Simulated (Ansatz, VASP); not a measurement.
**Te (Tellurium): VASP beside Ansatz**

One calculation is typed for both programs; each brings its own data sets and cutoff. How far apart do they land?

Main program and level: Ansatz 0.2.0; plane waves, with VASP 6.6.1 beside it; band structure at LDA, band structure at PBE and band structure at LDA, spin-orbit coupling.

The database entry behind the starting cell differs from later determinations by our own check (inner coordinate of an old entry), so it need not match the best structure at ambient conditions.

## (1) The structure

The structure is trigonal, space group P3_121 (No. 152). Conventional cell: a = 4.454 Å, b = 4.454 Å, c = 5.924 Å, α = 90.00°, β = 90.00°, γ = 120.00°. Nearest to Te lie 2 Te at 2.86 Å.

Structure file:

```
Te
1.0
     4.45400    0.00000    0.00000
    -2.22700    3.85728    0.00000
     0.00000    0.00000    5.92400
Te
3
Cartesian
  1.6279 2.8197 0.0000
  -0.5991 1.0376 3.9493
  1.1981 0.0000 1.9747
```

## (2) VASP: band structure, LDA

Levels along a path test the potential and the projectors away from the mesh points.

Lines of VASP's logs that name or quote its potential files are left out, and so is its time.

INCAR reads:

```
SYSTEM = Te
PREC = Accurate
ENCUT = 350
EDIFF = 1E-06
NELM = 100
ISMEAR = 0
SIGMA = 0.03
LREAL = .FALSE.
ALGO = Normal
GGA = CA
NBANDS = 22
LORBIT = 11
LWAVE = .FALSE.
LCHARG = .FALSE.
KPAR = 4
```

POSCAR reads:

```
Te
1.0
    4.4540000000      0.0000000000      0.0000000000
   -2.2270000000      3.8572771485      0.0000000000
    0.0000000000      0.0000000000      5.9240000000
Te
3
Direct
    0.7310000000      0.7310000000      0.0000000000
    0.0000000000      0.2690000000      0.6666666667
    0.2690000000      0.0000000000      0.3333333333
```

KPOINTS reads:

```
Automatic mesh
0
Gamma
6 6 4
0 0 0
```

KPOINTS_OPT reads:

```
Line mode
10
Line-mode
Reciprocal
  0.00000000   0.00000000   0.00000000 GAMMA
  0.50000000   0.00000000   0.00000000 M

  0.50000000   0.00000000   0.00000000 M
  0.33333333   0.33333333   0.00000000 K

  0.33333333   0.33333333   0.00000000 K
  0.00000000   0.00000000   0.00000000 GAMMA

  0.00000000   0.00000000   0.00000000 GAMMA
  0.00000000   0.00000000   0.50000000 A

  0.00000000   0.00000000   0.50000000 A
  0.50000000   0.00000000   0.50000000 L

  0.50000000   0.00000000   0.50000000 L
  0.33333333   0.33333333   0.50000000 H

  0.33333333   0.33333333   0.50000000 H
  0.00000000   0.00000000   0.50000000 A

  0.50000000   0.00000000   0.50000000 L
  0.50000000   0.00000000   0.00000000 M

  0.33333333   0.33333333   0.00000000 K
  0.33333333   0.33333333   0.50000000 H
```

PAW data sets: Te (LDA family, release 64).

On the command line:

```console
$ mpirun -np 4 vasp_std
```

Numbers of over 12 decimals in the logs are rounded to 6 here.

The program printed:

```text
[banner, memory and clock lines left out]
running    4 mpi-ranks, on    1 nodes
 distrk:  each k-point on    1 cores,    4 groups
 distr:  one band on    1 cores,    1 groups

 POSCAR found type information on POSCAR Te
 POSCAR found :  1 types and       3 ions
 LDA part: xc-table for (Slater(with rela. corr.)+CA(PZ))
 , standard interpolation
 POSCAR, INCAR and KPOINTS ok, starting setup
 FFT: planning ... GRIDC
 FFT: planning ... GRID_SOFT
 FFT: planning ... GRID
 WAVECAR not read
 entering main loop
       N       E                     dE             d eps       ncg     rms          rms(c)
DAV:   1     0.552442757967E+02    0.55244E+02   -0.49022E+03  1056   0.474E+02
DAV:   2    -0.752465376409E+01   -0.62769E+02   -0.59685E+02  1402   0.986E+01
DAV:   3    -0.113223085418E+02   -0.37977E+01   -0.37676E+01  1312   0.248E+01
DAV:   4    -0.113937443602E+02   -0.71436E-01   -0.71428E-01  1346   0.404E+00
DAV:   5    -0.113947461196E+02   -0.10018E-02   -0.10018E-02  1346   0.414E-01    0.121E+01
DAV:   6    -0.113570591780E+02    0.37687E-01   -0.14895E-02  1248   0.561E-01    0.762E+00
DAV:   7    -0.113433529464E+02    0.13706E-01   -0.36991E-02  1308   0.805E-01    0.321E-01
DAV:   8    -0.113424406843E+02    0.91226E-03   -0.59465E-03  1218   0.344E-01    0.145E-01
DAV:   9    -0.113424582409E+02   -0.17557E-04   -0.20289E-04  1278   0.706E-02    0.711E-02
DAV:  10    -0.113424550688E+02    0.31721E-05   -0.18639E-05  1308   0.193E-02    0.111E-02
DAV:  11    -0.113424548590E+02    0.20978E-06   -0.14548E-06   958   0.615E-03
   1 F= -.11342455E+02 E0= -.11342445E+02  d E =-.187864E-04
 Start KPOINTS_OPT (optional k-point list driver)
k-point batch [1-24\90]
       N       E                     dE             ncg
DAV:   1     0.154828933832E+04   -0.65521E+04     1056
DAV:   2     0.104870703768E+03   -0.14434E+04     1406
DAV:   3     0.199682486563E+02   -0.84902E+02     1302
DAV:   4     0.183178117505E+02   -0.16504E+01     1408
DAV:   5     0.182994379804E+02   -0.18374E-01     1386
DAV:   6     0.182986289603E+02   -0.80902E-03     1472
DAV:   7     0.182986230720E+02   -0.58883E-05     1252
DAV:   8     0.182986228545E+02   -0.21750E-06      872
[...]
k-point batch [73-90\90]
       N       E                     dE             ncg
DAV:   1     0.286569959558E+04   -0.67246E+04      792
DAV:   2     0.176287549112E+04   -0.11028E+04     1094
DAV:   3     0.170239915054E+04   -0.60476E+02      996
DAV:   4     0.170119979344E+04   -0.11994E+01     1058
DAV:   5     0.170118150958E+04   -0.18284E-01     1044
DAV:   6     0.170118067806E+04   -0.83152E-03     1100
DAV:   7     0.170118067661E+04   -0.14450E-05      926
DAV:   8     0.170118067658E+04   -0.31455E-07      658
```

From OUTCAR (step 2):

```text
ion  position               nearest neighbor table
   1  0.731  0.731  0.000-   3 2.86   2 2.86   3 3.47   2 3.47   2 3.47   3 3.47
   2  0.000  0.269  0.667-   1 2.86   3 2.86   1 3.47   1 3.47   3 3.47   3 3.47
   3  0.269  0.000  0.333-   1 2.86   2 2.86   1 3.47   1 3.47   2 3.47   2 3.47

  LATTYP: Found a hexagonal cell.
 ALAT       =     4.4540000000
 C/A-ratio  =     1.3300404131

 Subroutine GETGRP returns: Found  6 space group operations
 (whereof  2 operations were pure point group operations)

The static configuration has the point symmetry C_2 .
 The point group associated with its full space group is D_3 .

 Found     24 irreducible k-points:

   k-points           NKPTS =     24   k-points in BZ     NKDIM =     24   number of bands    NBANDS=     22

   dimension x,y,z NGX =    28 NGY =   28 NGZ =   36
   dimension x,y,z NGXF=    56 NGYF=   56 NGZF=   72

   ENCUT  =  350.0 eV  25.72 Ry    5.07 a.u.   6.79  6.79  9.04*2*pi/ulx,y,z

   NELECT =      18.0000    total number of electrons

 k-points in reciprocal lattice and weights: Automatic mesh
   0.00000000  0.00000000  0.00000000       0.007
   0.16666667  0.00000000  0.00000000       0.042
   0.33333333  0.00000000  0.00000000       0.042
   0.50000000  0.00000000  0.00000000       0.021
   0.16666667  0.16666667  0.00000000       0.042
   0.33333333  0.16666667  0.00000000       0.083
   0.33333333  0.33333333  0.00000000       0.014
   0.00000000  0.00000000  0.25000000       0.014
   0.16666667  0.00000000  0.25000000       0.042
[...]
0.33333333  0.16666667  0.50000000       0.083
   0.33333333  0.33333333  0.50000000       0.014

 average (electrostatic) potential at core
       1 -89.8555       2 -89.8555       3 -89.8555

 E-fermi :   5.8651

 k-point     1 :       0.0000    0.0000    0.0000
  band No.  band energies     occupation
    ...
      5       3.0461      2.00000
      6       3.0461      2.00000
      7       4.1282      2.00000
      8       4.1282      2.00000
      9       4.9684      2.00000
     10       6.7767      0.00000
     11       6.7767      0.00000
     12       7.3674      0.00000
     13      10.6961      0.00000
     14      10.6961      0.00000
    ...

 k-point     2 :       0.1667    0.0000    0.0000
  band No.  band energies     occupation
    ...
      5       2.3265      2.00000
      6       2.6929      2.00000
      7       4.5681      2.00000
      8       4.8957      2.00000
      9       5.0472      2.00000
     10       6.5596      0.00000
     11       6.6737      0.00000
     12       7.2173      0.00000
     13      10.0825      0.00000
     14      10.6959      0.00000
    ...

 k-point     3 :       0.3333    0.0000    0.0000
  band No.  band energies     occupation
    ...
      5       1.5998      2.00000
      6       2.2033      2.00000
      7       3.4236      2.00000
      8       4.8477      2.00000
      9       5.0041      2.00000
     10       6.6010      0.00000
     11       6.7577      0.00000
     12       8.5248      0.00000
     13       9.0508      0.00000
     14      11.6406      0.00000
    ...

  Total       -1.1685950     -1.1685950     -1.1560418      0.0000000      0.0000000      0.0000000
  in kB      -18.3962166    -18.3962166    -18.1986011      0.0000000      0.0000000      0.0000000
  external PRESSURE =     -18.3303448 kB  Pullay stress =       0.0000000 kB

  energy-cutoff  :      350.00
  volume of cell :      101.78
      direct lattice vectors                 reciprocal lattice vectors
     4.454000000  0.000000000  0.000000000     0.224517288  0.129625117  0.000000000
    -2.227000000  3.857277149  0.000000000     0.000000000  0.259250233  0.000000000
     0.000000000  0.000000000  5.924000000     0.000000000  0.000000000  0.168804862

 POSITION                                       TOTAL-FORCE (eV/Angst)
 -----------------------------------------------------------------------------------
      1.62794      2.81967      0.00000        -0.037814     -0.065496     -0.000000
     -0.59906      1.03761      3.94933        -0.037814      0.065496      0.000000
      1.19813      0.00000      1.97467         0.075628      0.000000     -0.000000
 -----------------------------------------------------------------------------------
    total drift:                                0.000000     -0.000000      0.000000

  FREE ENERGIE OF THE ION-ELECTRON SYSTEM (eV)
  ---------------------------------------------------
  free  energy   TOTEN  =       -11.3424548590 eV

  energy  without entropy=      -11.3424360727  energy(sigma->0) =      -11.34244547

 total charge
# of ion       s       p       d       tot
------------------------------------------
    1        1.440   1.819   0.045   3.304
    2        1.440   1.819   0.045   3.304
    3        1.440   1.819   0.045   3.304
--------------------------------------------------
tot          4.320   5.458   0.134   9.913

[... 3 further parts left out ...]
```

The run ends at a pressure of -1.83 GPa, with forces up to 0.076 eV/Å.

## (3) Ansatz: band structure, LDA

Ansatz runs on its default PAW (the set named soft_2) files.

The same cell, functional (in two slightly different forms), mesh and smearing now go to Ansatz, which takes its cutoff from its data sets.

input.yaml reads:

```yaml
crystal:
  lattice:
    - [4.454, 0.0, 0.0]
    - [-2.227, 3.8572771485, 0.0]
    - [0.0, 0.0, 5.924]
  atoms:
    - { symbol: Te, position: [0.731, 0.731, 0.0] }
    - { symbol: Te, position: [0.0, 0.269, 0.6666666667] }
    - { symbol: Te, position: [0.269, 0.0, 0.3333333333] }
hamiltonian:
  xc: lda
  pseudopotentials: { kind: paw }
kpoints:
  mp_grid: { grid: [6, 6, 4] }
  band_path:
    path:
      - [0.0, 0.0, 0.0]
      - [0.16667, 0.0, 0.0]
      - [0.33333, 0.0, 0.0]
      - [0.5, 0.0, 0.0]
      - [0.46296, 0.07407, 0.0]
      - [0.40741, 0.18519, 0.0]
      - [0.35185, 0.2963, 0.0]
      - [0.2963, 0.2963, 0.0]
      - [0.18519, 0.18519, 0.0]
      - [0.07407, 0.07407, 0.0]
      - [0.0, 0.0, 0.0]
      - [0.0, 0.0, 0.16667]
      - [0.0, 0.0, 0.33333]
      - [0.0, 0.0, 0.5]
      - [0.11111, 0.0, 0.5]
      - [0.33333, 0.0, 0.5]
      - [0.5, 0.0, 0.5]
      - [0.46296, 0.07407, 0.5]
      - [0.40741, 0.18519, 0.5]
      - [0.35185, 0.2963, 0.5]
      - [0.33333, 0.33333, 0.5]
      - [0.2963, 0.2963, 0.5]
      - [0.18519, 0.18519, 0.5]
      - [0.07407, 0.07407, 0.5]
      - [0.5, 0.0, 0.5]
      - [0.5, 0.0, 0.33333]
      - [0.5, 0.0, 0.16667]
      - [0.5, 0.0, 0.0]
      - [0.33333, 0.33333, 0.11111]
      - [0.33333, 0.33333, 0.27778]
      - [0.33333, 0.33333, 0.5]
    npoints: 1
scf:
  occupations: { method: gaussian, width: 0.03 }
  n_extra_bands: 7
output:
  forces: true
  stress: true
  eigenvalues: true
  write_density: true
  write_potential: true
  elf: true
  volumetric_format: npy
```

On the command line:

```console
$ ansatz run input.yaml --threads 2 --pin off --max-ram 4608MiB --backend cpu --events-out ev --progress --plain --runs-dir out
```

The program printed:

```text
scf.n_extra_bands = 7 over 24 filled bands (N_el = 48.0): the run solves 31 bands
Engine: ansatz 0.2.0, aarch64-unknown-linux-gnu
Pseudopotentials: kind: paw
Pseudopotential: Te, paw, valence charge 16, recommended cutoff 420 eV (normal), Te.paw.azcp
Functional definition: SPW92
  exchange = slater_x
  correlation = pw_c
Crystal: 3 atoms, lattice volume = 101.776 Å³
Basis set: ecut = 420 eV, 1993 PW (Γ)
Bands: 31, of which v1, the nominal top of the filled ones, is band 24 counted from 1 (23 counted from 0)
Symmetry: 6 space group operations
Space group: P3121 (ITA 152), of the structure as read, at distance tolerance 4.7e-5 Å
k-points: 24 of 144 (time reversal used)
Non-local potential: Te, projectors of the file, l = 0: 2, l = 1: 2, l = 2: 2, l = 3: 2
PAW form: soft (Blöchl's): semilocal exchange-correlation on the pseudo side does not see the compensation charge
PAW frozen core: Te, regenerated for the run's functional, and the local potential with it (the file was generated under x = pbe(κ = 0.804, μ = 0.219515), c = pbe(β = 0.066725))
PAW one-centre angular grid: Te, 590 points (default); XC on 64 Gauss nodes
Initial density: superposition of atomic densities (neutral atoms: chi_scale 0, normalization atom), corrected by the library's trained network
Initial wavefunctions: pseudopotential atomic-orbital guess
Functional: x = slater, c = lda
SCF iter   1: F=—  HF=-20481.531997 eV  |F-HF|=—  |Δ(HF+E_count)|=         —  Δρ=4.17e-3  dr2=6.42e-3  ethr=1.77e-3  ⟨swp⟩=8.2  Hψ=3606  notcnv=0  defer=6
preconditioner: auto → Resta (q_TF=auto, 2.407 Å⁻¹)  ε∞=3.5  [insulator: Δε(μ)=0.136 eV  Ē_g=9.846 eV  σ=0.030 eV  W_gap=1.00  n_scr=22 (ndim 8)  ℏωp=15.6 eV  f_vac=0.027  D(μ)=0.01/eV (n_scr^D=0)  ε∞_Penn≈3.5]
SCF iter   2: F=—  HF=-20481.527185 eV  |F-HF|=—  |Δ(HF+E_count)|=   4.81e-3  Δρ=2.29e-3  dr2=2.14e-3  ethr=1.34e-5  ⟨swp⟩=2.0  Hψ=1142  notcnv=0  defer=27
SCF iter   3: F=—  HF=-20481.526530 eV  |F-HF|=—  |Δ(HF+E_count)|=   6.55e-4  Δρ=3.62e-4  dr2=1.50e-4  ethr=4.46e-6  ⟨swp⟩=2.0  Hψ=1261  notcnv=0  defer=27
SCF iter   4: F=—  HF=-20481.526452 eV  |F-HF|=—  |Δ(HF+E_count)|=   7.78e-5  Δρ=1.13e-4  dr2=1.28e-5  ethr=3.13e-7  ⟨swp⟩=2.0  Hψ=1266  notcnv=0  defer=27
SCF iter   5: F=—  HF=-20481.526454 eV  |F-HF|=—  |Δ(HF+E_count)|=   1.82e-6  Δρ=2.41e-5  dr2=7.77e-7  ethr=2.66e-8  ⟨swp⟩=2.4  Hψ=1047  notcnv=0  defer=27
SCF iter   6: F=-20481.526454 eV  HF=-20481.526454 eV  |F-HF|=7.95e-9  |Δ(HF+E_count)|=   1.99e-7  Δρ=7.79e-6  dr2=6.51e-8  ethr=2.08e-10  ⟨swp⟩=14.6  Hψ=5946  notcnv=0
SCF 1 converged in 6 iterations: F = -20481.526454 eV  dr2 = 6.51e-8
  greatest PAW one-centre occupation: 0.999 electrons in one spin orbital (limit 2), on the Te atom at site 2 (counted from 0), in its partial waves of l = 2
NSCF: frozen V_eff on 31 k-points
SCF converged after 6 iterations
Free energy (F): -20481.526454 eV
Harris-Foulkes:  -20481.526454 eV  (|F-HF|=7.95e-9)
Internal energy: -20481.526449 eV  (E = F + TS)
E sigma→0 (E₀):  -20481.526451 eV
Entropy (-TS):   -0.000005 eV (-0.002 meV/atom)
Fermi energy:    8.522756 eV
--- Per-component energies (eV) ---
  E_band       = -809.662989
  E_kinetic    = 543.707940
  E_local      = -3845.498281  (includes V_loc(G=0)·N_el)
  E_nonlocal   = -914.824225
  E_hartree    = 2433.332744
  E_xc         = -370.978440
  E_vxc        = -313.704087  (∫ρ·V_xc dr)
  E_paw        = -13529.007457  (= ΣΔE_a)
  E_vpaw       = -1146.006848  (= ΣTr[D̂ρ^β])
  E_aug_tail   = -0.000588  (compensation charges beyond the density's cutoff)
  E_ewald      = -4800.294125
  E_core_change = 2.035984  (= ΣΔE_core)
  E_smearing   = -0.000005  (= −TS)
  E_closure    = 0.000000  (closes the sum)
  Σ components = -20481.526454   (vs F -20481.526454, Δ=0.00e0)
--- Forces (eV/Å), atoms counted from 1 ---
  atom   1  Te    -0.02313799    -0.04007618    -0.00000000
  atom   2  Te    -0.02313799     0.04007618     0.00000000
  atom   3  Te     0.04627599     0.00000000    -0.00000000
  max |Σ_I F_I| component: 4.63e-18 eV/Å
--- Stress (GPa, compression-positive) ---
       -1.909575       0.000000       0.000000
        0.000000      -1.909575      -0.000000
        0.000000      -0.000000      -1.979529
  P = ⅓ Tr σ = -1.9329 GPa (-19.329 kbar)
--- Band table (eV; the first three rows and the last of 24) ---
  k-point 0: bands = [... 20 lower, 5.6942, 6.7902, 6.7902, 7.6254, 9.4406, 9.4406, 10.0258, 13.4284, ... 3 higher]
  k-point 1: bands = [... 20 lower, 5.9566, 6.9875, 6.9978, 7.6064, 9.0858, 9.1603, 9.4867, 12.8407, ... 3 higher]
  k-point 2: bands = [... 20 lower, 5.8070, 7.1606, 7.4415, 7.4415, 8.8811, 8.8811, 8.9139, 12.4990, ... 3 higher]
  k-point 23: bands = [... 20 lower, 3.4471, 7.5210, 8.4543, 8.4543, 8.5869, 9.7558, 9.7558, 14.3413, ... 3 higher]
```

Run time: 6.9 s. Hardware: 2 threads of Arm Neoverse V1, shared host; peak memory 0.34 GiB; 13 s of CPU time.

## (4) Comparison

Known differences besides the potentials themselves: the two LDA forms differ slightly; the data sets hold 48 valence electrons in Ansatz (default PAW (the set named soft_2) files) and 18 in VASP; the cutoff is 420 eV in Ansatz and 350 eV in VASP; VASP's log shows a relativistic correction to its local exchange, Ansatz's none. Total energies have different zeros and are not compared.

Both answers:

| quantity | Ansatz | VASP | difference |
| --- | --- | --- | --- |
| pressure (GPa) | -1.93 | -1.83 | -0.10 |
| gap over the path points (eV) | 0.122 | 0.101 | +0.021 |

Forces (eV/Å; atoms numbered as in POSCAR):

| atom | Ansatz x, y, z | VASP x, y, z |
| --- | --- | --- |
| Te1 | -0.023, -0.040, 0.000 | -0.038, -0.065, 0.000 |
| Te2 | -0.023, 0.040, 0.000 | -0.038, 0.065, 0.000 |
| Te3 | 0.046, 0.000, 0.000 | 0.076, 0.000, 0.000 |

Levels at points of the path, from each program's valence-band top (eV; 4 filled, then empty):

| k (reciprocal lattice) | Ansatz | VASP |
| --- | --- | --- |
| 0.000 0.000 0.000 | -2.77 -1.68 -1.68 -0.84 0.97 0.97 1.56 | -2.77 -1.69 -1.69 -0.85 0.96 0.96 1.55 |
| 0.167 0.000 0.000 | -3.11 -1.24 -0.91 -0.76 0.75 0.87 1.41 | -3.12 -1.25 -0.92 -0.77 0.74 0.85 1.40 |
| 0.333 0.000 0.000 | -3.60 -2.38 -0.96 -0.80 0.79 0.95 2.71 | -3.62 -2.40 -0.97 -0.81 0.78 0.94 2.71 |
| 0.500 0.000 0.000 | -3.59 -3.53 -1.03 -0.81 0.80 0.86 2.89 | -3.60 -3.55 -1.04 -0.82 0.79 0.85 2.85 |
| 0.463 0.074 0.000 | -3.56 -3.50 -1.28 -1.14 1.04 1.21 3.07 | -3.57 -3.52 -1.29 -1.15 1.03 1.21 3.02 |
| 0.407 0.185 0.000 | -3.41 -3.36 -2.08 -2.03 1.89 2.21 3.42 | -3.42 -3.38 -2.09 -2.04 1.88 2.21 3.42 |
| 0.352 0.296 0.000 | -3.15 -3.15 -2.83 -2.65 2.69 2.86 3.13 | -3.16 -3.16 -2.84 -2.67 2.68 2.85 3.13 |
| 0.296 0.296 0.000 | -3.28 -2.97 -2.73 -2.57 2.56 2.85 3.04 | -3.29 -2.99 -2.74 -2.58 2.55 2.84 3.04 |
| 0.185 0.185 0.000 | -3.08 -2.00 -1.59 -1.58 1.67 1.74 2.01 | -3.09 -2.02 -1.60 -1.60 1.65 1.73 2.00 |
| 0.074 0.074 0.000 | -2.83 -1.54 -0.89 -0.63 0.61 0.90 1.46 | -2.83 -1.55 -0.90 -0.65 0.60 0.89 1.45 |

The forces differ by 17 meV/Å r.m.s., which is 38.8 % of the r.m.s. force of 0.04 eV/Å (both taken over all components). Among the levels compared at these points, filled levels agree within 24 meV and empty ones within 47 meV. Ansatz's pressure holds a Pulay correction of 0.04 GPa; VASP's holds none.

## (5) What the set-up changes

Further runs change the set-up of one program: Ansatz's method, potentials or start, or VASP's data sets, cutoff or form of LDA. The table gives Ansatz less VASP for each quantity, since a change that brings one quantity closer may part another.

| run | r.m.s. force difference (meV/Å) | pressure (GPa) | gap over the path points (eV) |
| --- | --- | --- | --- |
| as above | 17 | -0.100 | 0.021 |
| cores kept as stored | 16 | -0.084 | 0.021 |
| Ansatz's larger PAW set (cutoff 430 eV) | 17 | -0.093 | 0.023 |
| norm-conserving potentials (cutoff 1120 eV) | 15 | -0.15 | 0.012 |

[end of part 1 of 2]

[Lines on the potential files, build, host, timing and source positions are cut from VASP's logs without a mark.]

[Logs are printed without paths, hosts, clocks, repeated set-up lines and the standing remarks that a program may print on its own settings, such as how far it seeks lower states.]

[Hosts, paths, dates, database ids (printed as entryN), source tags and the programs' standing remarks are cut or masked in the printed files.]
